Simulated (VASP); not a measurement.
# AlCo: relaxation of the atoms with PBE+D3(BJ)

AlCo:

```
Al Co
1.0
     2.78027    0.00000    0.00000
     0.00000    2.78027    0.00000
     0.00000    0.00000    2.78027
Al Co
1 1
Cartesian
  0.0000 0.0000 0.0000
  1.3901 1.3901 1.3901
```

The cell is a database's computed one.

The cell isn't the ideal one: a relaxed cell with its volume scaled by 0.96.

```
Program                : VASP 6.6.1
Task                   : relaxation of the atoms
Functional             : PBE
Dispersion             : D3(BJ)
Potentials or basis    : VASP PAW PBE potentials, release 64 (Al, Co)
Cutoff                 : 600 eV
k mesh                 : 14 × 14 × 14
Occupations            : methfessel-paxton, width 0.1 eV
Spin                   : no spin polarisation
Further INCAR settings : ALGO = Normal; EDIFF = 1e-07; IBRION = 2; EDIFFG = -0.01; NSW = 40
```

| Quantity | Value |
| --- | --- |
| Pressure after relaxing | 8.7 GPa |
| Band gap on the k mesh | none (metal or under the smearing width) |
| Dispersion energy per atom | -0.469 eV |

Final structure:
```xyz
2
Lattice="2.7803 0.0000 0.0000 0.0000 2.7803 0.0000 0.0000 0.0000 2.7803" Properties=species:S:1:pos:R:3 pbc="T T T"
Al    0.0000    0.0000    0.0000
Co    1.3901    1.3901    1.3901
```

Levels at points of the mesh, in eV from the Fermi level:
```
           k point  band 3  band 4  band 5  band 6  band 7  band 8  band 9  band 10
(0.00, 0.00, 0.00)   -3.35   -0.98   -0.98   -0.98    6.31    6.31    6.31     9.00
(0.50, 0.00, 0.00)   -2.69   -1.94   -1.94   -0.85    0.18    8.44   10.99    10.99
(0.50, 0.50, 0.00)   -2.88   -2.88   -1.72   -1.72   -0.30    2.62    3.86    13.59
(0.50, 0.50, 0.50)   -4.34   -0.26   -0.26    2.35    2.35    2.35    4.78     5.69
```

It took 13 s on 1 thread of Intel(R) Xeon(R) Platinum 8375C CPU @ 2.90GHz (Ice Lake), with other jobs on the host, peak memory 0.17 GiB.

Caveat: the relaxation stopped at its first step, so nothing moved; pairwise dispersion overbinds metals, which lowers pressure and volume. Spin polarisation is off, so any magnetic state and its effect on volume and gap are missing.
